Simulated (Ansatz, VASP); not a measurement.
One calculation of TaF3, two programs

```
Ta F
1.0
     3.90120    0.00000    0.00000
     0.00000    3.90120    0.00000
     0.00000    0.00000    3.90120
Ta F
1 3
Direct
  0.00000 0.00000 0.00000
  0.50000 0.00000 0.00000
  0.00000 0.50000 0.00000
  0.00000 0.00000 0.50000
```

Alike in both runs: task single point; functional r2SCAN; k mesh 5 × 5 × 5; no spin polarisation.

|  | VASP | Ansatz |
| --- | --- | --- |
| version | VASP 6.6.1 | Ansatz 0.2.0 |
| potentials or method | VASP PAW PBE potentials, release 64 (Ta_pv, F) | plane waves, PAW |
| plane-wave cutoff (eV) | 520 | 500 |
| occupations | fermi-dirac, width 0.1 eV | fermi-dirac |
| valence electrons in the cell | 32 | 34 |

Ansatz gave:

| Quantity | Value |
| --- | --- |
| pressure (GPa) | 22.4 |

Question: What did VASP give for the same quantities?

Answer: Pressure (GPa): 23.3.

The two sets of potentials don't hold the same shells in valence.

Caveats: so large a pressure means that the cell lies far from this level's equilibrium, or that cutoff or potentials fall short (VASP); the potentials were made for another functional, which shifts forces and pressure (VASP). Spin-orbit coupling is left out, which matters for the levels of Ta.
